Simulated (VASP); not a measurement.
HgS (zinc blende):

```
HgS
1.0
    0.00000     2.92500     2.92500
    2.92500     0.00000     2.92500
    2.92500     2.92500     0.00000
Hg S
1 1
Direct
  0.00000   0.00000   0.00000
  0.25000   0.25000   0.25000
```

The highest filled band near Γ, direction [100], from mBJ (TB09) with spin-orbit coupling in VASP (PAW); its two spin partners are averaged. The gap over the points computed is 0.56 eV, and the next band on that side lies 0.15 eV away at the edge.

Numerical set-up: 400 eV cut-off, 9×9×9 Γ-centred mesh, Gaussian smearing of 0.050 eV, potentials Hg S.

| distance from the edge in k (1/Å) | distance in energy (meV) |
|---|---|
| 0.018 | 5.1 |
| 0.025 | 9.7 |
| 0.035 | 17.7 |
| 0.050 | 31.3 |

Task: Fit E(1 + αE) = ħ²k²/2m* (ħ²/2m0 = 3.810 eV Å²) and predict the row at 0.070 1/Å.

Result: Least squares on the energies gives the hole mass m* = 0.218 m0 and α = 12.46 per eV, and so 51.9 meV. The run gave 50.6 meV, -1.3 meV from the fit.

Left out are points under 3 meV from the edge, since the levels carry 0.1 meV, and points farther than half the way to the next band.

The compound is HgS in the zinc blende structure, metacinnabar; cinnabar is the stable form. The cell was not relaxed at this level.
